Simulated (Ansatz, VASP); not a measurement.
# Ge2WN4: VASP beside Ansatz

Aim: how closely do two programs agree when they are given the same cell, functional and k mesh? The cell is taken from a series of runs on this material, whose earlier steps may have relaxed, scaled, displaced or heated it; both programs get it as it stands.

Program: Ansatz 0.2.0. Level of theory: plane waves, with VASP 6.6.1 beside it; single point at HSE06. Results are calculated unless marked as measured.

## (1) The structure

The cell holds 7 atoms: 1 W, 4 N and 2 Ge. Cell: a = 3.023 Å, b = 3.023 Å, c = 38.000 Å, α = 90.0°, β = 90.0°, γ = 120.0°. Vacuum lies along c.

## (2) VASP: single point, HSE06

A single point gives forces, pressure and levels at one fixed geometry, so differences don't come from the geometry; what else differs is listed under the comparison.

Lines of VASP's logs that name or quote its potential files are left out, and so is its time.

The run reads the wave functions of an earlier VASP run, which isn't shown here.

INCAR reads:

```
SYSTEM = Ge2WN4
PREC = Accurate
ENCUT = 520
EDIFF = 1E-06
NELM = 100
ISMEAR = 0
SIGMA = 0.01
LREAL = .FALSE.
ALGO = Normal
LHFCALC = .TRUE.
AEXX = 0.25
GGA = PE
HFSCREEN = 0.208
LASPH = .TRUE.
NBANDS = 34
PRECFOCK = Fast
LORBIT = 11
LWAVE = .FALSE.
LCHARG = .FALSE.
ISIF = 2
LDIPOL = .TRUE.
IDIPOL = 3
DIPOL = 0.5 0.5 0.5
LVHAR = .TRUE.
```

POSCAR reads:

```
Ge2WN4
1.0
    3.0225679901      0.0000000000      0.0000000000
   -1.5112839950      2.6176206641      0.0000000000
    0.0000000000      0.0000000000     38.0000000000
W N Ge
1 4 2
Direct
    0.0000000000      0.0000000000      0.5000000000
    0.3333333333      0.6666666667      0.5320268673
    0.3333333333      0.6666666667      0.4679731327
    0.6666666667      0.3333333333      0.5976206751
    0.6666666667      0.3333333333      0.4023793249
    0.3333333333      0.6666666667      0.5814330809
    0.3333333333      0.6666666667      0.4185669191
```

KPOINTS reads:

```
Automatic mesh
0
Gamma
6 6 1
0 0 0
```

The projector-augmented-wave data sets are W, N and Ge_d (PBE family, release 64).

The run is started by

```sh
> export OMP_NUM_THREADS=3
> mpirun -np 1 vasp_std
```

Numbers of over 12 decimals in the logs are rounded to 6 here.

What it wrote:

```text
[banner, memory and clock lines left out]
running    1 mpi-ranks, on    1 nodes
 distrk:  each k-point on    1 cores,    1 groups
 distr:  one band on    1 cores,    1 groups
 Offloading initialized ...    1 GPUs detected
 POSCAR found type information on POSCAR W N Ge
 POSCAR found :  3 types and       7 ions
 LDA part: xc-table for (Slater+PW92), standard interpolation
 found WAVECAR, reading the header
 POSCAR, INCAR and KPOINTS ok, starting setup
 FFT: planning ... GRIDC
 FFT: planning ... GRID_SOFT
 FFT: planning ... GRID
 reading WAVECAR
 the WAVECAR file was read successfully
 initial charge from wavefunction
 entering main loop
       N       E                     dE             d eps       ncg     rms          rms(c)
DAV:   1    -0.688417955692E+02   -0.68842E+02   -0.24315E+00   642   0.250E+01    0.936E+00
DAV:   2    -0.688524999086E+02   -0.10704E-01   -0.17477E-01   706   0.419E+00    0.555E+00
DAV:   3    -0.688473460911E+02    0.51538E-02   -0.15506E-02   766   0.135E+00    0.332E+00
DAV:   4    -0.688455740964E+02    0.17720E-02   -0.34916E-03   618   0.516E-01    0.203E+00
DAV:   5    -0.688450202213E+02    0.55388E-03   -0.72450E-04   650   0.226E-01    0.121E+00
DAV:   6    -0.688448378328E+02    0.18239E-03   -0.26237E-04   614   0.135E-01    0.693E-01
DAV:   7    -0.688447964251E+02    0.41408E-04   -0.10463E-04   648   0.709E-02    0.401E-01
DAV:   8    -0.688447842371E+02    0.12188E-04   -0.13590E-05   592   0.266E-02    0.238E-01
DAV:   9    -0.688447818930E+02    0.23440E-05   -0.56655E-06   552   0.168E-02    0.141E-01
DAV:  10    -0.688447829295E+02   -0.10365E-05   -0.17010E-06   448   0.114E-02    0.818E-02
DAV:  11    -0.688447843544E+02   -0.14249E-05   -0.98414E-07   428   0.849E-03    0.485E-02
DAV:  12    -0.688447858510E+02   -0.14965E-05   -0.50402E-07   380   0.646E-03    0.287E-02
DAV:  13    -0.688447871927E+02   -0.13417E-05   -0.28933E-07   362   0.462E-03    0.171E-02
DAV:  14    -0.688447881134E+02   -0.92072E-06   -0.15737E-07   380   0.353E-03
   1 F= -.68844788E+02 E0= -.68844788E+02  d E =-.320680E-12
```

From OUTCAR (step 2):

```text
ion  position               nearest neighbor table
   1  0.000  0.000  0.500-   2 2.13   3 2.13   2 2.13   3 2.13   2 2.13   3 2.13
   2  0.333  0.667  0.532-   6 1.88   1 2.13   1 2.13   1 2.13
   3  0.333  0.667  0.468-   7 1.88   1 2.13   1 2.13   1 2.13
   4  0.667  0.333  0.598-   6 1.85   6 1.85   6 1.85
   5  0.667  0.333  0.402-   7 1.85   7 1.85   7 1.85
   6  0.333  0.667  0.581-   4 1.85   4 1.85   4 1.85   2 1.88
   7  0.333  0.667  0.419-   5 1.85   5 1.85   5 1.85   3 1.88

  LATTYP: Found a hexagonal cell.
 ALAT       =     3.0225679901
 C/A-ratio  =    12.5720910578

 Subroutine GETGRP returns: Found 12 space group operations
 (whereof 12 operations were pure point group operations)

The static configuration has the point symmetry D_3h.

 Found      7 irreducible k-points:

   k-points           NKPTS =      7   k-points in BZ     NKDIM =     36   number of bands    NBANDS=     34

   dimension x,y,z NGX =    24 NGY =   24 NGZ =  288
   dimension x,y,z NGXF=    48 NGYF=   48 NGZF=  576

   ENCUT  =  520.0 eV  38.22 Ry    6.18 a.u.   5.62  5.62 70.65*2*pi/ulx,y,z

   NELECT =      54.0000    total number of electrons

 k-points in reciprocal lattice and weights: Automatic mesh
   0.00000000  0.00000000  0.00000000       0.028
   0.16666667  0.00000000  0.00000000       0.167
   0.33333333  0.00000000  0.00000000       0.167
   0.50000000  0.00000000  0.00000000       0.083
   0.16666667  0.16666667  0.00000000       0.167
   0.33333333  0.16666667  0.00000000       0.333
   0.33333333  0.33333333  0.00000000       0.056

  exchange ACFDT corr.  =         0.00000000  see jH, gK, PRB 81, 115126

 dipolmoment           0.000000      0.000000      0.000000 electrons x Angstroem

 average (electrostatic) potential at core
       1 -44.5058       2 -66.3044       3 -66.3044       4 -66.3469       5 -66.3468
       6 -75.3584       7 -75.3584

 E-fermi :  -2.3959

 k-point     1 :       0.0000    0.0000    0.0000
  band No.  band energies     occupation
    ...
     23      -6.0413      2.00000
     24      -5.7144      2.00000
     25      -5.7144      2.00000
     26      -5.0287      2.00000
     27      -2.4406      2.00000
     28       0.2190      0.00000
     29       0.3445      0.00000
     30       1.2138      0.00000
     31       1.2138      0.00000
     32       1.5327      0.00000
    ...

 k-point     2 :       0.1667    0.0000    0.0000
  band No.  band energies     occupation
    ...
     23      -6.4988      2.00000
     24      -6.2982      2.00000
     25      -6.1749      2.00000
     26      -4.9707      2.00000
     27      -3.0107      2.00000
     28       0.3753      0.00000
     29       0.9818      0.00000
     30       1.1372      0.00000
     31       2.0829      0.00000
     32       2.2007      0.00000
    ...

 k-point     3 :       0.3333    0.0000    0.0000
  band No.  band energies     occupation
    ...
     23      -6.9870      2.00000
     24      -6.3542      2.00000
     25      -6.0141      2.00000
     26      -5.2306      2.00000
     27      -3.9937      2.00000
     28       0.8453      0.00000
     29       1.1084      0.00000
     30       1.2125      0.00000
     31       1.9051      0.00000
     32       2.3470      0.00000
    ...

  Total       -5.0103132     -5.0103132     -4.5466402     -0.0000000      0.0000000     -0.0000000
  in kB      -26.6998653    -26.6998653    -24.2289607     -0.0000000      0.0000000     -0.0000000
  external PRESSURE =     -25.8762304 kB  Pullay stress =       0.0000000 kB

  energy-cutoff  :      520.00
  volume of cell :      300.65
      direct lattice vectors                 reciprocal lattice vectors
     3.022567990  0.000000000  0.000000000     0.330844502  0.191013162 -0.000000000
    -1.511283995  2.617620664  0.000000000     0.000000000  0.382026324  0.000000000
     0.000000000  0.000000000 38.000000000     0.000000000 -0.000000000  0.026315789

 POSITION                                       TOTAL-FORCE (eV/Angst)
 -----------------------------------------------------------------------------------
      0.00000      0.00000     19.00000         0.000000      0.000000      0.000000
     -0.00000      1.74508     20.21702         0.000000      0.000000      0.040130
     -0.00000      1.74508     17.78298        -0.000000     -0.000000     -0.040130
      1.51128      0.87254     22.70959        -0.000000     -0.000000     -0.665089
      1.51128      0.87254     15.29041         0.000000     -0.000000      0.665089
     -0.00000      1.74508     22.09446         0.000000      0.000000      0.059788
     -0.00000      1.74508     15.90554        -0.000000     -0.000000     -0.059788
 -----------------------------------------------------------------------------------
    total drift:                                0.000000     -0.000002     -0.000159

  FREE ENERGIE OF THE ION-ELECTRON SYSTEM (eV)
  ---------------------------------------------------
  free  energy   TOTEN  =       -68.8447881134 eV

  energy  without entropy=      -68.8447881134  energy(sigma->0) =      -68.84478811

 vacuum level on the upper side and lower side of the slab         3.276         3.276

 total charge
# of ion       s       p       d       tot
------------------------------------------
    1        0.661   0.819   4.378   5.857
    2        1.235   2.513   0.000   3.747
    3        1.235   2.513   0.000   3.747
    4        1.244   2.547   0.000   3.790
    5        1.244   2.547   0.000   3.790
    6        1.008   1.348  10.361  12.718
    7        1.008   1.348  10.361  12.718
--------------------------------------------------
tot          7.634  13.634  25.101  46.369

[... 3 further parts left out ...]
```

(Continued in part 2 of 2.)

[Lines on the potential files, build, host, timing and source positions are cut from VASP's logs without a mark.]

[Logs are printed without paths, hosts, clocks, repeated set-up lines and the standing remarks that a program may print on its own settings, such as how far it seeks lower states.]

[Hosts, paths, dates, database ids (printed as entryN), source tags and the programs' standing remarks are cut or masked in the printed files.]
